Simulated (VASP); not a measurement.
```yaml
crystal:
  lattice:
    - [0.00000, 1.84110, 1.84110]
    - [1.84110, 0.00000, 1.84110]
    - [1.84110, 1.84110, 0.00000]
  atoms:
    - { symbol: Cu, position: [0.00000, 0.00000, 0.00000] }
```

Level of theory: PBE GGA, VASP's PBE PAW potentials (set 64) (plane waves; VASP). Run with 400 eV cut-off, 11×11×11 Monkhorst-Pack mesh, first-order Methfessel-Paxton smearing of 0.10 eV, potentials Cu.

### Question
Give the stress tensor in GPa (positive for a compressed cell).

### Answer

```
-5.95   0.00   0.00
 0.00  -5.95   0.00
 0.00   0.00  -5.95
```
The pressure is its mean diagonal, -5.95 GPa.

The compound is Cu in the fcc structure. The cell was not relaxed at this level. The run is one of a series of settings (KPOINTS 11×11×11 Monkhorst-Pack mesh against the base run), some of them coarse on purpose.
